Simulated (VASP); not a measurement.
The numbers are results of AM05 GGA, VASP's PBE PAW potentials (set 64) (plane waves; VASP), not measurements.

VASP ran on this input.

### INCAR
```
# general
SYSTEM  = CuAu
PREC    = Accurate
ENCUT   = 400
LREAL   = .False.   # projection in real space or not
LASPH   = .True.

# electronic loop
EDIFF   = 1E-6   # SCF stop (eV)
NELM    = 100
ALGO    = Normal   # blocked Davidson
LMAXMIX = 6   # l cut-off of mixed one-centre charges

# smearing
ISMEAR  = 1   # Methfessel-Paxton
SIGMA   = 0.1

# functional
GGA     = AM   # AM05

# ions
ISIF    = 2   # forces and stress, cell fixed

# output
LWAVE   = .False.
LCHARG  = .False.
```

**POSCAR**
```
CuAu
1
    2.8560000000     0.0000000000     0.0000000000
    0.0000000000     2.8560000000     0.0000000000
    0.0000000000     0.0000000000     3.7434000000
Cu Au
1 1
Direct
  0.0000000000   0.0000000000   0.0000000000
  0.5000000000   0.5000000000   0.5000000000
```

File KPOINTS:
```
K-points
0
gamma
  11 11 9
0 0 0
```

POTCAR, in this order: Cu Au (PBE.64 set). Program: vasp_std.

Unless said otherwise, spin-orbit coupling is left out, though it shifts the bands of the heavy elements here.

Task: Predict the energy per atom (σ→0), pressure, band gap (on the k-mesh).

Result: 
```
Item                                                         Value
------------------------  ----------------------------------------
energy per atom (σ→0)                               -3.857 eV/atom
band gap (on the k-mesh)  none (metal, semimetal or under 0.01 eV)
pressure                                                -10.65 GPa
```

File OSZICAR:
```
...
DAV:   7    -0.774961146310E+01    0.58980E+00   -0.36684E+00  4004   0.990E+01    0.509E+00
DAV:   8    -0.772191111606E+01    0.27700E-01   -0.22895E-01  4545   0.991E+00    0.263E+00
DAV:   9    -0.771441608791E+01    0.74950E-02   -0.29438E-02  4884   0.452E+00    0.153E-01
DAV:  10    -0.771385345992E+01    0.56263E-03   -0.49870E-03  4800   0.156E+00    0.852E-02
DAV:  11    -0.771384909531E+01    0.43646E-05   -0.37669E-04  4134   0.623E-01    0.411E-02
DAV:  12    -0.771383568541E+01    0.13410E-04   -0.85737E-05  3940   0.310E-01    0.481E-03
DAV:  13    -0.771383547142E+01    0.21399E-06   -0.26450E-06  2701   0.366E-02
   1 F= -.77138355E+01 E0= -.77139567E+01  d E =0.363770E-03
```

The compound is CuAu in the L1_0 structure. The cell was not relaxed at this level. The run is one of a series of settings (GGA = AM against the base run), some of them coarse on purpose.
